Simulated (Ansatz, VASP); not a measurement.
# NbB2: VASP beside Ansatz, part 2 of 2

Aim: how closely do two programs agree when they are given the same cell, functional and k mesh?

VASP 6.6.1 and Ansatz 0.2.0.

So far. Step 4 (Differences): The walks stopped with -0.03 GPa left in Ansatz and 0.08 GPa in VASP; each walk ends within a tolerance, so the volume difference is uncertain by about these residues over the bulk modulus, most in soft cells.

**5. Ansatz: zone-centre phonons, LDA**

Level of this step: Ansatz beside VASP: Kohn-Sham DFT, plane waves, LDA (Ansatz).

Second derivatives magnify differences that forces hide, and they need a tight electronic threshold. The cell compared in this pair holds 26.79 Å³, against 27.27 Å³ for the pair before.

The cell is taken from a series of VASP runs on this material, whose earlier steps may have relaxed, scaled or displaced it; both programs get it as it stands.

Contents of input.yaml:

```yaml
crystal:
  lattice:
    - [3.0749110978, 0.0, 0.0]
    - [-1.5374555489, 2.6629511251, 0.0]
    - [0.0, 0.0, 3.2721003933]
  atoms:
    - { symbol: Nb, position: [0.0, 0.0, 0.0] }
    - { symbol: B, position: [0.3333333333, 0.6666666667, 0.5] }
    - { symbol: B, position: [0.6666666667, 0.3333333333, 0.5] }
hamiltonian:
  xc: lda
  pseudopotentials: { kind: paw }
kpoints:
  mp_grid: { grid: [14, 14, 12] }
scf:
  occupations: { method: methfessel_paxton, width: 0.2 }
phonons:
  method: dfpt
  qpoints: [[0, 0, 0]]
```

Command:

```
ansatz run input.yaml --threads 4 --pin off --max-ram 9216MiB --backend cpu --events-out ev --progress --plain --runs-dir out
```

Numbers of over 12 decimals in the logs are rounded to 6 here.

Log:

```text
zone centre: on kpoints.mp_grid the ground state, and the responses unless they are solved on pairs of k-points, stand on 399 of the mesh's 2352 k-points, reduced under 4 symmetry operations, with k and −k counted as one. Each operation leaves every solved displacement unchanged or reverses it
[...]
Crystal: 3 atoms, lattice volume = 26.793 Å³
[...]
Γ frequencies (cm⁻¹): 0.00 0.00 0.00 439.29 439.29 496.66 565.23 817.78 817.78
  non-analytic LO–TO correction: not included (Born effective charges unavailable; polar crystals: no LO–TO splitting at Γ)
--- Phonons (arbitrary-q DFPT): 1 explicit q-point ---
  q = [0, 0, 0] (of the zone-centre solve; hermiticity 5.41e-8, symmetrization 8.88e-15): 0.00 0.00 0.00 439.29 439.29 496.66 565.23 817.78 817.78
  sum rule: each row above includes the acoustic sum rule's correction from the zone centre's row sums; it moved no ω² by more than (0.60 cm⁻¹)²
[key lines of the parts left out:]
SCF converged after 8 iterations
Free energy (F): -4744.497287 eV
Fermi energy:    18.843669 eV
```

It took 13 s on 4 threads of Arm Neoverse V2, shared host; peak memory 0.73 GiB.

**6. VASP: zone-centre phonons, LDA**

The same cell, functional (in two slightly different forms), mesh and smearing now go to VASP, with its own data sets and cutoff.

Contents of INCAR:

```
SYSTEM = NbB2
PREC = Accurate
ENCUT = 420
EDIFF = 1E-08
NELM = 100
ISMEAR = 1
SIGMA = 0.2
LREAL = .FALSE.
ALGO = Normal
GGA = CA
NBANDS = 15
LORBIT = 11
LWAVE = .FALSE.
LCHARG = .FALSE.
KPAR = 2
IBRION = 8
ISIF = 2
```

Contents of POSCAR:

```
NbB2
1.0
    3.0749110978      0.0000000000      0.0000000000
   -1.5374555489      2.6629511251      0.0000000000
    0.0000000000      0.0000000000      3.2721003933
Nb B
1 2
Direct
    0.0000000000      0.0000000000      0.0000000000
    0.3333333333      0.6666666667      0.5000000000
    0.6666666667      0.3333333333      0.5000000000
```

Contents of KPOINTS:

```
Automatic mesh
0
Gamma
14 14 12
0 0 0
```

Potentials, in the order of the species: Nb_sv and B (LDA family, release 64).

Command:

```
mpirun -np 2 vasp_std
```

Log:

```text
[... set-up lines as in an earlier step ...]
 entering main loop
       N       E                     dE             d eps       ncg     rms          rms(c)
DAV:   1     0.119803634321E+03    0.11980E+03   -0.87999E+03  5088   0.107E+03
DAV:   2    -0.262900186939E+02   -0.14609E+03   -0.14178E+03  6286   0.390E+02
DAV:   3    -0.318006239723E+02   -0.55106E+01   -0.54015E+01  7867   0.646E+01
DAV:   4    -0.320276220030E+02   -0.22700E+00   -0.22641E+00  6710   0.123E+01
[...]
DAV:  12    -0.285521084945E+02    0.30376E-06   -0.13658E-06  7750   0.101E-02    0.146E-03
DAV:  13    -0.285521085257E+02   -0.31180E-07   -0.14701E-07  7236   0.379E-03    0.130E-03
DAV:  14    -0.285521085162E+02    0.94838E-08   -0.18056E-08  5067   0.142E-03
   1 F= -.28552109E+02 E0= -.28552226E+02  d E =0.352536E-03
 Linear response reoptimize wavefunctions to high precision
DAV:   1    -0.285521085163E+02   -0.63665E-10   -0.86019E-09  8172   0.752E-04
DAV:   2    -0.285521085163E+02    0.77307E-11   -0.91282E-11  3696   0.869E-05
 Linear response DOF=           4
 Linear response progress:
[...]
RMM:  11    -0.451298000586E-01   -0.29405E-06   -0.36429E-08 53948   0.265E-04    0.137E-05
RMM:  12    -0.451297743223E-01    0.25736E-07   -0.15293E-08 55733   0.135E-04    0.536E-06
RMM:  13    -0.451297732802E-01    0.10421E-08   -0.86279E-09 54967   0.760E-05    0.271E-06
 first order change of Fermi-energy   0.39997E-04
 force on displaced ion       2 direction 1 : -16.486   0.000   0.000
 Linear response progress:
  Degree of freedom:   4/  4
       N       E                     dE             d eps       ncg     rms          rms(c)
RMM:   1    -0.489178761260E-01   -0.48918E-01   -0.71826E-03 18296   0.131E+00
RMM:   2    -0.452200945615E-01    0.36978E-02   -0.22846E-03 13725   0.379E-01    0.126E-01
RMM:   3    -0.451394289383E-01    0.80666E-04   -0.12279E-03 14954   0.194E-01    0.593E-02
RMM:   4    -0.455549250637E-01   -0.41550E-03   -0.49188E-04 15598   0.116E-01    0.123E-02
[...]
RMM:  12    -0.456224160679E-01   -0.10745E-07   -0.12244E-08 19401   0.181E-04    0.580E-06
RMM:  13    -0.456223844007E-01    0.31667E-07   -0.71357E-09 18200   0.988E-05    0.212E-06
RMM:  14    -0.456223895850E-01   -0.51844E-08   -0.56439E-09 18623   0.626E-05    0.176E-06
 first order change of Fermi-energy  -0.60192E-04
 force on displaced ion       2 direction 3 :  -0.000  -0.000 -10.376
 Linear response finished
```

From OUTCAR (step 6):

```text
  Total        0.0088853      0.0088853      0.0208808      0.0000000      0.0000000      0.0000000
  in kB        0.5313274      0.5313274      1.2486337      0.0000000      0.0000000      0.0000000
  external PRESSURE =       0.7704295 kB  Pullay stress =       0.0000000 kB

 POSITION                                       TOTAL-FORCE (eV/Angst)
 -----------------------------------------------------------------------------------
      0.00000      0.00000      0.00000        -0.000000      0.000000      0.000000
     -0.00000      1.77530      1.63605         0.000000     -0.000000     -0.000000
      1.53746      0.88765      1.63605        -0.000000      0.000000      0.000000
 -----------------------------------------------------------------------------------
    total drift:                               -0.000000      0.000000      0.000000

[... 2 further parts left out ...]
```

Energies printed during the response cycles are not total energies of the cell.

**7. Comparison**

Both answers:

| quantity | Ansatz | VASP | difference |
| --- | --- | --- | --- |
| optical mode 1 to 2 (cm⁻¹) | 439.3 | 441.5 | -0.50 % |
| optical mode 3 (cm⁻¹) | 496.7 | 498.1 | -0.28 % |
| optical mode 4 (cm⁻¹) | 565.2 | 566.3 | -0.20 % |
| optical mode 5 to 6 (cm⁻¹) | 817.8 | 819.7 | -0.23 % |

Modes are paired by rising frequency and degeneracy, not by their patterns, so a pair may still set unlike modes beside each other.

**8. Outcome**

| Quantity | Value |
| --- | --- |
| difference in edge c after relaxation, in the typed setting (relaxation of cell and atoms, LDA) | 0.067 % |
| r.m.s. difference of the optical zone-centre modes, each program's sorted by frequency (zone-centre phonons, LDA) | 1.8 cm⁻¹ |

What this shows: The difference in edge c after relaxation, in the typed setting is 0.067 % (relaxation of cell and atoms, LDA), within the 1.2 % picked in this series as the mark of a large difference, as far as the stopping tolerances let one tell. Such differences can come from data sets, numerical settings and the points named under the comparisons, not from the functional's error against experiment.

[Lines on the potential files, build, host, timing and source positions are cut from VASP's logs without a mark.]

[Logs are printed without paths, hosts, clocks, repeated set-up lines and the standing remarks that a program may print on its own settings, such as how far it seeks lower states.]

[Hosts, paths, dates, database ids (printed as entryN), source tags and the programs' standing remarks are cut or masked in the printed files.]
